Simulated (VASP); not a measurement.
Runs of VASP 6.6.1 on Al. It takes space group Fm-3m (No. 225, cubic). The conventional cell has a = 4.016 Å, b = 4.016 Å, c = 4.016 Å, α = 90.00°, β = 90.00°, γ = 90.00°. Al (site symmetry m-3m) has 12 Al at 2.84 Å as nearest neighbours. 

| task | cell | gap on the mesh (eV) | pressure (GPa) |
| --- | --- | --- | --- |
| single point | a relaxed cell with its volume scaled by 0.94 | none | 5.8 |
| single point | a relaxed cell with its volume scaled by 1.03 | none | -2.2 |
| relaxation of cell and atoms | relaxed | none | 0.0 |
| single point | a relaxed cell with its volume scaled by 1.06 | none | -4.2 |
| single point | a relaxed cell with its volume scaled by 0.91 | none | (a) |

Alike in all rows: level PBEsol; potentials or basis VASP PAW PBE potentials, release 64 (Al); no spin polarisation; k mesh 18 × 18 × 18; cutoff (eV) 520; smearing gaussian 0.1 eV.

Problem. Fill in the values left out.

Solution. (a) 9.5.

Caveats: the PAW data sets were made with another functional, which shifts forces and pressure a little; the relaxation stopped at its first step, so nothing moved (some runs).

A gap of «none» marks a metal or a gap under the smearing width.
